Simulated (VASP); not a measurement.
# A VASP study of GaN (AM05): structure first, properties next, part 2 of 3

How well does AM05 reproduce what experiment finds for GaN? The cell is relaxed first, and properties follow on it. The start is a cell from a database of measured crystal structures.

VASP 6.6.1, plane waves and PAW; the level of theory is named at each step.

So far, gap on the k-mesh (eV): 2.02 in steps 2, 3 and 6. The relaxed cell has a = 3.180, c = 5.177 Å (conventional setting).

The database entry behind the starting cell differs from later determinations by our own check (thin film, about 0.3 % long), so it need not match the best structure at ambient conditions.

### Step 7. Vibrations at Γ (AM05)

Zone-centre modes test whether the atoms sit at a minimum within this cell. IBRION = 8 takes the force constants from linear response, which needs tightly converged orbitals.

Contents of INCAR:

```
SYSTEM = GaN
PREC = Accurate
ENCUT = 520
EDIFF = 1E-08
NELM = 100
ISMEAR = 0
SIGMA = 0.05
LREAL = .FALSE.
ALGO = Normal
GGA = AM
NBANDS = 24
LORBIT = 11
LWAVE = .FALSE.
LCHARG = .FALSE.
KPAR = 4
IBRION = 8
LEPSILON = .TRUE.
ISIF = 2
```

Contents of POSCAR:

```
GaN
1.0
    3.1804015281      0.0000000000      0.0000000000
   -1.5902007640      2.7543085176      0.0000000000
    0.0000000000      0.0000000000      5.1773553217
Ga N
2 2
Direct
    0.6666666667      0.3333333333      0.5915912693
    0.3333333333      0.6666666667      0.0915912693
    0.6666666667      0.3333333333      0.9684087307
    0.3333333333      0.6666666667      0.4684087307
```

Contents of KPOINTS:

```
Automatic mesh
0
Gamma
16 16 9
0 0 0
```

Potentials, in the order of the species: Ga_d and N (PBE family, release 64).

Command:

```
$ mpirun -np 4 vasp_std
```

The job ended after 36 min (4 MPI ranks of AMD EPYC 7R43, shared host; peak memory 8.9 GiB; 1.9 h of CPU time).

Energies printed during the response cycles are not total energies of the cell.

Numbers from this step:

- bands: 24
- irreducible k-points: 150
- pressure of the cell: -0.02081 GPa
- largest force of the cell: 6.60e-4 eV/Å
- Fermi energy: 5.571 eV

Electronic dielectric tensor with local fields:

```
5.66 0.00 0.00
0.00 5.66 0.00
0.00 0.00 5.84
```

Ionic part of the static dielectric tensor:

```
4.37 0.00 0.00
0.00 4.37 0.00
0.00 0.00 5.29
```

Born effective charge (e), principal values of the symmetric part by kind of site:

| atom | atoms with these values | low | middle | high | mean |
| --- | --- | --- | --- | --- | --- |
| Ga1 | 2 | 2.60 | 2.60 | 2.74 | 2.65 |
| N3 | 2 | -2.74 | -2.60 | -2.60 | -2.65 |

In full for Ga1:

```
2.60 0.00 0.00
0.00 2.60 0.00
0.00 0.00 2.74
```

Lines of the infrared spectrum (strongest = 100):

| position (cm⁻¹) | lines merged | squared mode dipole, relative |
| --- | --- | --- |
| 138 | 2 | 0.0 |
| 327 | 1 | 0.0 |
| 515 | 1 | 55 |
| 537 | 2 | 100 |
| 547 | 2 | 0.0 |
| 678 | 1 | 0.0 |

Transverse limit, no LO-TO splitting. Modes at Γ, with each element's share of the kinetic energy:

| mode | frequency (cm⁻¹) | symmetry | IR | Ga % | N % |
| --- | --- | --- | --- | --- | --- |
| 1 | -0.2 | acoustic | 2.9e-7 | 83 | 17 |
| 2 | -0.2 | acoustic | 2.9e-7 | 83 | 17 |
| 3 | -0.1 | acoustic | 1.3e-8 | 83 | 17 |
| 4 | 137.6 | E2 | 0 | 88 | 12 |
| 5 | 137.6 | E2 | 0 | 88 | 12 |
| 6 | 327.3 | B | 0 | 100 | 0 |
| 7 | 514.5 | A1 | 1.3 | 17 | 83 |
| 8 | 537.5 | E1 | 1.2 | 17 | 83 |
| 9 | 537.5 | E1 | 1.2 | 17 | 83 |
| 10 | 547.0 | E2 | 0 | 12 | 88 |
| 11 | 547.0 | E2 | 0 | 12 | 88 |
| 12 | 677.6 | B | 0 | 0 | 100 |

Displacements in mode 4 (137.6 cm⁻¹), the largest set to 1:
```
Ga1  1.00 -0.56  0.00
Ga2 -1.00  0.56  0.00
N3  -0.81  0.45  0.00
N4   0.81 -0.45  0.00
```

Displacements in mode 6 (327.3 cm⁻¹), the largest set to 1:
```
Ga1  0.00  0.00 -1.00
Ga2  0.00  0.00  1.00
N3   0.00  0.00 -0.10
N4   0.00  0.00  0.10
```

Piezoelectric tensor, ionic part (C/m²), by row:

| field | xx | yy | zz | xy | yz | zx |
| --- | --- | --- | --- | --- | --- | --- |
| x | 0 | 0 | 0 | 0 | 0 | -0.7436 |
| y | 0 | 0 | 0 | 0 | -0.72 | 0 |
| z | -0.8471 | -0.8471 | 1.621 | 0 | 0 | 0 |

Piezoelectric tensor with clamped ions (C/m²), by row:

| field | xx | yy | zz | xy | yz | zx |
| --- | --- | --- | --- | --- | --- | --- |
| x | 0 | 0 | 0 | 0 | 0 | 0.5526 |
| y | 0 | 0 | 0 | 0 | 0.5526 | 0 |
| z | 0.505 | 0.505 | -1.025 | 0 | 0 | 0 |

The Born charges sum to zero; the printed set may have that rule imposed, so this is no test. Born charges and mode vectors give each infrared mode its dipole; summed over the modes, dipole squared over frequency squared adds 4.68 to the electronic 5.72, for a mean static constant of 10.4. By the characters of their eigenvectors the optical modes sort into (cm⁻¹) Raman active: E2 138, A1 515, E1 537, E2 547; infrared active: A1 515, E1 537; silent: B 327, B 678. B labels carry no number here, since it depends on the setting of the axes.

### Step 8. Elastic constants (AM05)

IBRION = 6 with ISIF = 3 strains the cell both ways at fixed fractional positions, and adds the ions' share afterwards from the force constants. Stress converges slowly with the basis, so the cutoff is raised.

Contents of INCAR:

```
SYSTEM = GaN
PREC = Accurate
ENCUT = 560
EDIFF = 1E-07
NELM = 100
ISMEAR = 0
SIGMA = 0.05
LREAL = .FALSE.
ALGO = Normal
GGA = AM
NBANDS = 24
LORBIT = 11
LWAVE = .FALSE.
LCHARG = .FALSE.
KPAR = 4
IBRION = 6
NFREE = 2
POTIM = 0.015
ISIF = 3
NSW = 1
```

POSCAR is that of step 7.

Contents of KPOINTS:

```
Automatic mesh
0
Gamma
8 8 5
0 0 0
```

Command:

```
$ mpirun -np 4 vasp_std
```

Wall time 10 min (4 MPI ranks); peak memory 1.3 GiB.

The last energy, forces, stress and levels in OUTCAR belong to the last displaced cell, not to the cell of POSCAR.

Numbers from this step:

```yaml
irreducible_k_points: 30
pressure_of_the_cell: -0.07850 GPa
largest_force_of_the_cell: 6.82e-4 eV/Å
mechanically_stable: yes
bulk_modulus_voigt: 183.7 GPa
shear_modulus_voigt: 110.6 GPa
bulk_modulus_hill: 183.7 GPa
shear_modulus_hill: 109.1 GPa
young_s_modulus: 273.3 GPa
poisson_s_ratio: 0.2521
```

Elastic constants with relaxed ions, Voigt order xx yy zz yz xz xy (GPa):

```
341.5 121.0  86.9   0.0   0.0   0.0
121.0 341.5  86.9   0.0   0.0   0.0
 86.9  86.9 380.7   0.0   0.0   0.0
  0.0   0.0   0.0  93.2   0.0   0.0
  0.0   0.0   0.0   0.0  93.2   0.0
  0.0   0.0   0.0   0.0   0.0 110.3
```

Elastic constants with clamped ions, Voigt order xx yy zz yz xz xy (GPa):

```
399.6  94.0  57.7   0.0   0.0   0.0
 94.0 399.6  57.7   0.0   0.0   0.0
 57.7  57.7 435.7   0.0   0.0   0.0
  0.0   0.0   0.0 108.1   0.0   0.0
  0.0   0.0   0.0   0.0 108.1   0.0
  0.0   0.0   0.0   0.0   0.0 152.8
```

B/G is 1.68, which by Pugh's rule of thumb (1.75) points to a brittle solid. With the density of 6.13 g/cm³ the Hill moduli give sound speeds of 7.33 km/s (longitudinal) and 4.22 km/s (transverse), and from their mean a Debye temperature of 621 K.

### Step 9. Optical spectrum (AM05)

LOPTICS sums transitions from filled to empty bands. The mesh is finer than in the run before. NBANDS is raised for it.

Contents of INCAR:

```
SYSTEM = GaN
PREC = Accurate
ENCUT = 520
EDIFF = 1E-06
NELM = 100
ISMEAR = 0
SIGMA = 0.05
LREAL = .FALSE.
ALGO = Normal
GGA = AM
NBANDS = 50
LORBIT = 11
LWAVE = .FALSE.
LCHARG = .FALSE.
KPAR = 4
LOPTICS = .TRUE.
NEDOS = 1500
CSHIFT = 0.1
```

POSCAR is that of step 8.

Contents of KPOINTS:

```
Automatic mesh
0
Gamma
12 12 7
0 0 0
```

Command:

```
$ mpirun -np 4 vasp_std
```

Run time: 69 s. Hardware: 4 MPI ranks; peak memory 1.4 GiB; 3.6 min of CPU time.

These are independent-particle spectra without excitons or local fields, and fine structure depends on the mesh and on CSHIFT.

Numbers from this step:

```yaml
scf_cycles: 14
bands: 50
irreducible_k_points: 76
fermi_energy: 5.522 eV
pressure: -0.01522 GPa
```

The imaginary dielectric function has structure finer than the step of the table below, so its rows give means over 1 eV, whole bins alone (the curve runs from 0 to 25.0 eV). Peaks (eV: height): xx 3.1: 1.95, 4.0: 2.27, 7.1: 7.40, 8.0: 8.58, 8.7: 7.42, 11.2: 6.84; zz 3.8: 2.80, 4.8: 3.61, 5.9: 10.3, 6.7: 9.08, 8.1: 8.28, 9.7: 6.40, 10.7: 9.21.

The imaginary dielectric function by photon energy; means over each step:

| photon energy (eV) | xx | zz |
| --- | --- | --- |
| 1 | 0.0372 | 0.0396 |
| 2 | 0.383 | 0.395 |
| 3 | 1.24 | 1.38 |
| 4 | 1.52 | 1.78 |
| 5 | 2.73 | 2.77 |
| 6 | 6.10 | 7.58 |
| 7 | 6.75 | 7.37 |
| 8 | 7.22 | 6.55 |
| 9 | 6.46 | 4.34 |
| 10 | 5.25 | 5.41 |
| 11 | 6.27 | 7.77 |
| 12 | 4.75 | 4.64 |
| 13 | 2.49 | 2.02 |
| 14 | 1.80 | 1.67 |
| 15 | 1.26 | 1.45 |
| 16 | 0.864 | 0.915 |
| 17 | 0.822 | 0.701 |
| 18 | 0.742 | 0.675 |
| 19 | 0.602 | 0.569 |
| 20 | 0.520 | 0.584 |
| 21 | 0.527 | 0.556 |
| 22 | 0.400 | 0.417 |
| 23 | 0.513 | 0.483 |
| 24 | 0.404 | 0.472 |

Real dielectric function against photon energy:

| photon energy (eV) | xx | zz |
| --- | --- | --- |
| 0.0 | 5.80 | 5.96 |
| 0.5 | 5.83 | 6.00 |
| 1.0 | 5.95 | 6.13 |
| 1.5 | 6.20 | 6.39 |
| 2.0 | 6.50 | 6.86 |
| 2.5 | 7.24 | 7.55 |
| 3.0 | 7.13 | 6.97 |
| 3.5 | 6.85 | 7.12 |
| 4.0 | 6.53 | 6.44 |
| 4.5 | 7.87 | 8.02 |
| 5.0 | 7.26 | 7.61 |
| 5.5 | 9.25 | 10.9 |
| 6.0 | 6.70 | 4.82 |
| 6.5 | 5.86 | 6.06 |
| 7.0 | 5.14 | 1.98 |
| 7.5 | 4.86 | 2.59 |
| 8.0 | 2.32 | 2.43 |
| 8.5 | 2.58 | -0.112 |
| 9.0 | 0.826 | 3.10 |
| 9.5 | 0.425 | 2.37 |
| 10.0 | 0.890 | 1.42 |
| 10.5 | 0.880 | 3.47 |
| 11.0 | 0.308 | -0.925 |
| 11.5 | -1.36 | -2.43 |
| 12.0 | -2.89 | -3.40 |
| 12.5 | -2.58 | -3.28 |
| 13.0 | -2.15 | -1.86 |
| 13.5 | -1.72 | -1.70 |
| 14.0 | -1.67 | -1.25 |
| 14.5 | -1.43 | -1.11 |
| 15.0 | -1.21 | -1.13 |
| 15.5 | -1.03 | -1.16 |
| 16.0 | -0.753 | -0.972 |
| 16.5 | -0.471 | -0.589 |
| 17.0 | -0.580 | -0.639 |
| 17.5 | -0.278 | -0.298 |
| 18.0 | -0.188 | -0.0773 |
| 18.5 | -0.298 | -0.287 |
| 19.0 | -0.200 | -0.103 |
| 19.5 | -0.0728 | 0.0430 |
| 20.0 | -0.0158 | 0.0825 |
| 20.5 | 0.0854 | 0.0830 |
| 21.0 | 0.122 | 0.111 |
| 21.5 | 0.0753 | 0.120 |
| 22.0 | 0.201 | 0.160 |
| 22.5 | 0.386 | 0.361 |
| 23.0 | 0.290 | 0.340 |
| 23.5 | 0.245 | 0.307 |
| 24.0 | 0.283 | 0.312 |
| 24.5 | 0.350 | 0.350 |

Its static limit, 5.85, stands beside 5.72 from the response with local fields; local fields, the finite band count and the meshes make the difference. The mean of ε2 over directions passes 5 % of its top at 1.92 eV, against a least direct gap of 2.02 eV on this mesh; what lies under the gap is the tail of the broadening by CSHIFT.

### Step 10. Core levels (AM05)

Core levels shift with the potential at each site, so they tell like atoms on unlike sites apart.

INCAR, as its differences from that of step 9:

```diff
@@ -10,3 +10,3 @@
 GGA = AM
-NBANDS = 50
+NBANDS = 24
 LORBIT = 11
@@ -15,4 +15,2 @@
 KPAR = 4
-LOPTICS = .TRUE.
-NEDOS = 1500
-CSHIFT = 0.1
+ICORELEVEL = 1
```

POSCAR is that of step 9.

Contents of KPOINTS:

```
Automatic mesh
0
Gamma
8 8 5
0 0 0
```

Command:

```
$ mpirun -np 4 vasp_std
```

The job ended after 21 s (4 MPI ranks; peak memory 0.54 GiB).

These are scalar-relativistic Kohn-Sham levels of the ground state, with no core hole, so they are not binding energies.

Numbers from this step:

```
SCF cycles                     : 15
bands                          : 24
irreducible k-points           : 30
Fermi energy                   : 5.603 eV
pressure                       : -0.01859 GPa
gap on the k-mesh              : 2.016 eV
least direct gap on the k-mesh : 2.016 eV
```

Kohn-Sham core levels. Core levels, by row:

| atom | shell | level below the valence-band top (eV) |
| --- | --- | --- |
| Ga1 | 1s | 10222 |
| Ga1 | 2s | 1256 |
| Ga1 | 2p | 1092 |
| Ga1 | 3s | 142 |
| Ga1 | 3p | 92.73 |
| Ga2 | 1s | 10222 |
| Ga2 | 2s | 1256 |
| Ga2 | 2p | 1092 |
| Ga2 | 3s | 142 |
| Ga2 | 3p | 92.73 |
| N3 | 1s | 375.7 |
| N4 | 1s | 375.7 |

Atoms of one element give levels within 0.1 eV of each other.

### Step 11. Band structure (AM05 + SOC)

This step: AM05, spin-orbit coupling; plane waves and PAW (Ga_d, N) (VASP 6.6.1).

The mesh alone shows little of the dispersion and can miss band extrema, so KPOINTS_OPT adds a path through the symmetry points after the self-consistent cycle. Spin-orbit coupling needs spinors and the noncollinear program, where each band holds one electron.

INCAR, as its differences from that of step 10:

```diff
@@ -10,3 +10,8 @@
 GGA = AM
-NBANDS = 24
+LNONCOLLINEAR = .TRUE.
+MAGMOM = 0 0 0 0 0 0 0 0 0 0 0 0
+NBANDS = 48
+GGA_COMPAT = .FALSE.
+LASPH = .TRUE.
+LSORBIT = .TRUE.
 LORBIT = 11
@@ -15,2 +20 @@
 KPAR = 4
-ICORELEVEL = 1
```

POSCAR is that of step 10.

Contents of KPOINTS:

```
Automatic mesh
0
Gamma
7 7 4
0 0 0
```

Contents of KPOINTS_OPT:

```
Line mode
16
Line-mode
Reciprocal
  0.00000000   0.00000000   0.00000000 GAMMA
  0.50000000   0.00000000   0.00000000 M

  0.50000000   0.00000000   0.00000000 M
  0.33333333   0.33333333   0.00000000 K

  0.33333333   0.33333333   0.00000000 K
  0.00000000   0.00000000   0.00000000 GAMMA

  0.00000000   0.00000000   0.00000000 GAMMA
  0.00000000   0.00000000   0.50000000 A

  0.00000000   0.00000000   0.50000000 A
  0.50000000   0.00000000   0.50000000 L

  0.50000000   0.00000000   0.50000000 L
  0.33333333   0.33333333   0.50000000 H

  0.33333333   0.33333333   0.50000000 H
  0.00000000   0.00000000   0.50000000 A

  0.50000000   0.00000000   0.50000000 L
  0.50000000   0.00000000   0.00000000 M

  0.33333333   0.33333333   0.00000000 K
  0.33333333   0.33333333   0.50000000 H
```

Command:

```
$ mpirun -np 4 vasp_ncl
```

It took 3.1 min on 4 MPI ranks; peak memory 1.4 GiB; 9.8 min of CPU time.

LASPH is switched on together with spin-orbit coupling, so the change from the scalar run holds both.

Numbers from this step:

```yaml
bands: 48
irreducible_k_points: 32
free_energy_toten: -25.40 eV
fermi_energy: 5.533 eV
pressure: 0.07835 GPa
least_gap_on_mesh_and_path: 2.012 eV
least_direct_gap_on_mesh_and_path: 2.012 eV
```

On-site spin-orbit energy by atom:

| atom | on-site spin-orbit energy (eV) |
| --- | --- |
| Ga1 | -0.0109 |
| Ga2 | -0.0109 |
| N3 | -0.0001 |
| N4 | -0.0001 |

Electronic bands along the path, in eV, zero at the valence-band top; v1 is the highest filled band, c1 the lowest empty one:

| point | v4 | v3 | v2 | v1 | c1 | c2 | c3 | c4 |
| --- | --- | --- | --- | --- | --- | --- | --- | --- |
| Γ | 0.00 | 0.00 | 0.00 | 0.00 | 2.01 | 2.01 | 4.28 | 4.28 |
| 0.47 of the way | -0.65 | -0.62 | -0.46 | -0.45 | 4.18 | 4.20 | 5.92 | 5.93 |
| M | -2.25 | -2.25 | -1.02 | -1.02 | 5.02 | 5.02 | 5.59 | 5.59 |
| 0.47 of the way | -2.39 | -2.38 | -1.83 | -1.83 | 5.61 | 5.61 | 6.43 | 6.44 |
| K | -3.03 | -3.01 | -2.77 | -2.77 | 5.09 | 5.09 | 7.84 | 7.85 |
| 0.47 of the way | -1.19 | -1.18 | -1.05 | -1.02 | 5.21 | 5.23 | 6.88 | 6.88 |
| Γ | 0.00 | 0.00 | 0.00 | 0.00 | 2.01 | 2.01 | 4.28 | 4.28 |
| 0.47 of the way | -0.15 | -0.15 | -0.14 | -0.14 | 3.09 | 3.09 | 4.38 | 4.38 |
| A | -0.53 | -0.53 | -0.53 | -0.53 | 4.31 | 4.31 | 4.31 | 4.31 |
| 0.47 of the way | -1.24 | -1.24 | -1.24 | -1.24 | 5.29 | 5.29 | 5.30 | 5.30 |
| L | -1.92 | -1.92 | -1.92 | -1.92 | 4.39 | 4.39 | 4.39 | 4.39 |
| 0.47 of the way | -1.64 | -1.64 | -1.62 | -1.62 | 5.24 | 5.24 | 5.27 | 5.27 |
| H | -1.50 | -1.50 | -1.50 | -1.50 | 6.41 | 6.41 | 6.43 | 6.43 |
| 0.47 of the way | -1.90 | -1.90 | -1.87 | -1.87 | 5.68 | 5.68 | 5.70 | 5.70 |
| A | -0.53 | -0.53 | -0.53 | -0.53 | 4.31 | 4.31 | 4.31 | 4.31 |
| jump to L | -1.92 | -1.92 | -1.92 | -1.92 | 4.39 | 4.39 | 4.39 | 4.39 |
| 0.47 of the way | -1.68 | -1.68 | -1.36 | -1.36 | 4.25 | 4.25 | 5.05 | 5.05 |
| M | -2.25 | -2.25 | -1.02 | -1.02 | 5.02 | 5.02 | 5.59 | 5.59 |
| jump to K | -3.03 | -3.01 | -2.77 | -2.77 | 5.09 | 5.09 | 7.84 | 7.85 |
| 0.53 of the way | -2.17 | -2.14 | -2.14 | -2.13 | 5.94 | 5.94 | 7.12 | 7.12 |
| H | -1.50 | -1.50 | -1.50 | -1.50 | 6.41 | 6.41 | 6.43 | 6.43 |

Of the projections kept (Ga, N), the largest for each band there; the rest of the weight can lie on other orbitals:

| point | v4 | v3 | v2 | v1 | c1 | c2 | c3 | c4 |
| --- | --- | --- | --- | --- | --- | --- | --- | --- |
| Γ | N 0.78 | N 0.78 | N 0.78 | N 0.78 | N 0.59 | N 0.59 | Ga 0.71 | Ga 0.71 |
| M | N 0.63 | N 0.63 | N 0.72 | N 0.72 | Ga 0.89 | Ga 0.89 | Ga 0.60 | Ga 0.60 |
| K | N 0.61 | N 0.61 | N 0.63 | N 0.63 | Ga 0.89 | Ga 0.89 | N 0.56 | N 0.56 |
| Γ | N 0.78 | N 0.78 | N 0.78 | N 0.78 | N 0.59 | N 0.59 | Ga 0.71 | Ga 0.71 |
| A | N 0.74 | N 0.74 | N 0.74 | N 0.74 | N 0.53 | N 0.53 | N 0.53 | N 0.53 |
| L | N 0.68 | N 0.68 | N 0.68 | N 0.68 | Ga 0.74 | Ga 0.74 | Ga 0.74 | Ga 0.74 |

The gap moves by -0.00 eV against AM05, which ran on another mesh.

### Step 12. Starting orbitals for the hybrid

This step: AM05; plane waves and PAW (Ga_d, N) (VASP 6.6.1).

A hybrid converges badly from random orbitals, so a cheap semilocal run writes a WAVECAR on the same mesh first.

Contents of INCAR:

```
SYSTEM = GaN
PREC = Accurate
ENCUT = 520
EDIFF = 1E-05
NELM = 100
ISMEAR = 0
SIGMA = 0.05
LREAL = .FALSE.
ALGO = Normal
GGA = AM
NBANDS = 24
LORBIT = 11
LWAVE = .TRUE.
LCHARG = .FALSE.
KPAR = 4
```

POSCAR is that of step 11.

Contents of KPOINTS:

```
Automatic mesh
0
Gamma
5 5 3
0 0 0
```

Command:

```
$ mpirun -np 4 vasp_std
```

Elapsed: 7 s, on 4 MPI ranks; peak memory 0.45 GiB.

A gap read on the k-mesh alone can miss the band edges.

Numbers from this step:

```
SCF cycles                     : 13
bands                          : 24
irreducible k-points           : 10
free energy (TOTEN)            : -25.37 eV
Fermi energy                   : 5.607 eV
pressure                       : -0.01270 GPa
gap on the k-mesh              : 2.013 eV
least direct gap on the k-mesh : 2.013 eV
```

### Step 13. Band structure (HSE06)

This step: HSE06; plane waves and PAW (Ga_d, N) (VASP 6.6.1).

HSE06 mixes in a quarter of exact exchange at short range, at far higher cost; in semiconductors this cures much of the gap error, while metals seldom gain.

Contents of INCAR:

```
SYSTEM = GaN
PREC = Accurate
ENCUT = 520
EDIFF = 1E-06
NELM = 100
ISMEAR = 0
SIGMA = 0.05
LREAL = .FALSE.
ALGO = Normal
LHFCALC = .TRUE.
AEXX = 0.25
GGA = PE
HFSCREEN = 0.2
LASPH = .TRUE.
NBANDS = 24
PRECFOCK = Fast
LORBIT = 11
LWAVE = .FALSE.
LCHARG = .FALSE.
KPAR = 4
```

POSCAR is that of step 12.

KPOINTS is that of step 12.

KPOINTS_OPT, as its differences from that of step 11:

```diff
@@ -1,3 +1,3 @@
 Line mode
-16
+6
 Line-mode
```

The WAVECAR or CHGCAR of an earlier step is read.

Command:

```
$ mpirun -np 4 vasp_std
```

Elapsed: 30 min, on 4 MPI ranks; peak memory 0.99 GiB.

This step gave:

```yaml
scf_cycles: 11
free_energy_toten: -29.57 eV
fermi_energy: 4.771 eV
least_gap_on_mesh_and_path: 3.266 eV
least_direct_gap_on_mesh_and_path: 3.266 eV
```

The electronic bands at the labelled points (eV, zero at the valence-band top; v1 is the highest filled band, c1 the lowest empty one):

| point | v4 | v3 | v2 | v1 | c1 | c2 | c3 | c4 |
| --- | --- | --- | --- | --- | --- | --- | --- | --- |
| Γ | -1.13 | -0.03 | 0.00 | 0.00 | 3.27 | 5.76 | 11.04 | 11.53 |
| 0.40 of the way | -2.29 | -1.87 | -0.48 | -0.37 | 5.20 | 7.38 | 9.42 | 10.35 |
| M | -4.53 | -2.98 | -2.36 | -1.08 | 6.40 | 7.04 | 7.49 | 10.55 |
| 0.40 of the way | -4.46 | -3.66 | -2.47 | -1.76 | 7.01 | 7.56 | 7.99 | 10.43 |
| K | -5.69 | -3.22 | -3.22 | -2.97 | 6.35 | 9.71 | 9.71 | 10.01 |
| 0.60 of the way | -3.10 | -1.97 | -0.71 | -0.62 | 5.68 | 8.02 | 9.39 | 9.46 |
| Γ | -1.13 | -0.03 | 0.00 | 0.00 | 3.27 | 5.76 | 11.04 | 11.53 |
| 0.60 of the way | -0.91 | -0.91 | -0.24 | -0.24 | 4.79 | 5.91 | 10.43 | 10.88 |
| A | -0.58 | -0.58 | -0.58 | -0.58 | 5.74 | 5.74 | 10.14 | 10.14 |
| 0.40 of the way | -2.02 | -2.02 | -1.16 | -1.16 | 6.78 | 6.78 | 9.25 | 9.25 |
| L | -2.11 | -2.11 | -2.04 | -2.04 | 5.73 | 5.73 | 9.40 | 9.40 |
| 0.60 of the way | -3.79 | -3.79 | -1.67 | -1.67 | 7.06 | 7.06 | 9.66 | 9.66 |
| H | -4.54 | -4.54 | -1.59 | -1.59 | 7.95 | 7.95 | 8.76 | 8.76 |
| 0.40 of the way | -2.78 | -2.78 | -1.95 | -1.95 | 7.15 | 7.15 | 9.63 | 9.63 |
| A | -0.58 | -0.58 | -0.58 | -0.58 | 5.74 | 5.74 | 10.14 | 10.14 |
| jump to L | -2.11 | -2.11 | -2.04 | -2.04 | 5.73 | 5.73 | 9.40 | 9.40 |
| 0.60 of the way | -3.84 | -2.82 | -1.95 | -1.30 | 5.85 | 6.45 | 8.90 | 9.80 |
| M | -4.53 | -2.98 | -2.36 | -1.08 | 6.40 | 7.04 | 7.49 | 10.55 |
| jump to K | -5.69 | -3.22 | -3.22 | -2.97 | 6.35 | 9.71 | 9.71 | 10.01 |
| 0.40 of the way | -5.51 | -3.32 | -2.60 | -2.60 | 6.90 | 9.14 | 9.14 | 9.86 |
| H | -4.54 | -4.54 | -1.59 | -1.59 | 7.95 | 7.95 | 8.76 | 8.76 |

Of the projections kept (Ga, N), the largest for each band there; the rest of the weight can lie on other orbitals:

| point | v4 | v3 | v2 | v1 | c1 | c2 | c3 | c4 |
| --- | --- | --- | --- | --- | --- | --- | --- | --- |
| Γ | N 0.71 | N 0.77 | N 0.77 | N 0.77 | N 0.58 | Ga 0.73 | N 0.81 | Ga 1.00 |
| M | N 0.56 | N 0.65 | N 0.65 | N 0.72 | Ga 0.90 | Ga 0.63 | Ga 0.54 | N 0.62 |
| K | Ga 0.55 | N 0.62 | N 0.62 | N 0.64 | Ga 0.91 | N 0.54 | N 0.54 | N 0.68 |
| Γ | N 0.71 | N 0.77 | N 0.77 | N 0.77 | N 0.58 | Ga 0.73 | N 0.81 | Ga 1.00 |
| A | N 0.74 | N 0.74 | N 0.74 | N 0.74 | N 0.52 | N 0.52 | Ga 0.64 | Ga 0.64 |
| L | N 0.68 | N 0.68 | N 0.68 | N 0.68 | Ga 0.75 | Ga 0.75 | Ga 0.82 | Ga 0.82 |

The gap moves by +1.25 eV against AM05, which ran on another mesh.

The path shows a direct gap of 3.27 eV (valence top at Γ, conduction bottom at Γ).

[end of part 2 of 3]

[Lines on the potential files, build, host, timing and source positions are cut from VASP's logs without a mark.]

[Logs are printed without paths, hosts, clocks, repeated set-up lines and the standing remarks that a program may print on its own settings, such as how far it seeks lower states.]

[Hosts, paths, dates, database ids (printed as entryN), source tags and the programs' standing remarks are cut or masked in the printed files.]

[A measured line is paired with the nearest computed mode of its activity, which favours agreement.]
